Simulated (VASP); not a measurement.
A run of VASP 6.6.1:

Contents of INCAR:

```
SYSTEM = BaReTe2
PREC     = Accurate       ! precision mode
ENCUT    = 520            ! plane-wave cutoff, eV
EDIFF    = 1E-6           ! SCF threshold, eV
ISMEAR   = 0              ! smearing method
SIGMA    = 0.1            ! smearing width, eV
LREAL    = .FALSE.        ! projectors in reciprocal space
LASPH    = .TRUE.         ! aspherical terms in the spheres
NELM     = 100            ! most SCF steps
ALGO     = Fast           ! electronic algorithm
ISIF     = 2              ! what is computed and relaxed
LWAVE    = .FALSE.        ! write WAVECAR
LCHARG   = .FALSE.        ! write CHGCAR
GGA      = PE             ! functional
NBANDS   = 22             ! bands
```

The input KPOINTS:

```
Automatic mesh
0
G
  15 15 6
  0 0 0
```

POSCAR

```
BaReTe2
1.0
    4.0922030363      0.0000000000      0.0000000000
   -2.0461015182      3.5439517869      0.0000000000
    0.0000000000      0.0000000000      8.0232151151
Ba Re Te
1 1 2
Direct
    0.0000000000      0.0000000000      0.5000000000
    0.3333333333      0.6666666667      0.0000000000
    0.6666666667      0.3333333333      0.1864527886
    0.6666666667      0.3333333333      0.8135472114
```

Potentials or basis: VASP PAW PBE potentials, release 64 (Ba_sv, Re, Te).

Launch:

```console
$ cat potpaw_PBE.64/Ba_sv/POTCAR potpaw_PBE.64/Re/POTCAR potpaw_PBE.64/Te/POTCAR > POTCAR
$ mpirun -np 1 vasp_std > vasp.out
```

Hardware: 1 thread of AMD EPYC 9R45 (Zen 5), with other jobs on the host.

**Question.** How long does it take, and how much memory?

**Answer.** Wall time 6.8 min on 1 thread of AMD EPYC 9R45 (Zen 5), with other jobs on the host, peak memory 0.42 GiB. Counts: scf iterations 36, k points 108.
